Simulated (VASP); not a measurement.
```
CELL_PARAMETERS angstrom
      0.00000     2.47255     2.47255
      2.47255     0.00000     2.47255
      2.47255     2.47255     0.00000
ATOMIC_POSITIONS crystal
  Hf 0.00000 0.00000 0.00000
  O  0.75000 0.75000 0.75000
  O  0.25000 0.25000 0.25000
```

These are PBE GGA, VASP's PBE PAW potentials (set 64) (plane waves; VASP 6.6.1) values and carry that method's errors. Settings: 400 eV cut-off, 12×12×12 Γ-centred mesh, Gaussian smearing of 0.010 eV, potentials Hf_pv O.

At this cut-off the stress carries a Pulay error, which pulls relaxed volumes low. Energy and stress use the plane-wave basis of the starting cell.

### Question
The ions, cell shape and volume are relaxed. Predict the relaxed structure.

### Answer

```
CELL_PARAMETERS angstrom
      0.00000     2.50975     2.50975
      2.50975     0.00000     2.50975
      2.50975     2.50975     0.00000
ATOMIC_POSITIONS crystal
  Hf 0.00000 0.00000 0.00000
  O  0.75000 0.75000 0.75000
  O  0.25000 0.25000 0.25000
```
Space group Fm-3m (225), at a tolerance of 0.03 Å.

### Question
How do energy and volume change from the first to the last step?

### Answer
The energy (σ→0) changes by -22.3 meV/atom and the volume by +4.6 %, in 4 ionic steps.

The structure comes from a computed database's HfO2 entry; how it stands against other phases isn't given here. This run relaxes it. Symmetry was kept, so distortions that lower it aren't found. The run is one of a series of settings (EDIFFG = -0.01, IBRION = 2, ISIF = 3, NSW = 50 against the base run), some of them coarse on purpose.
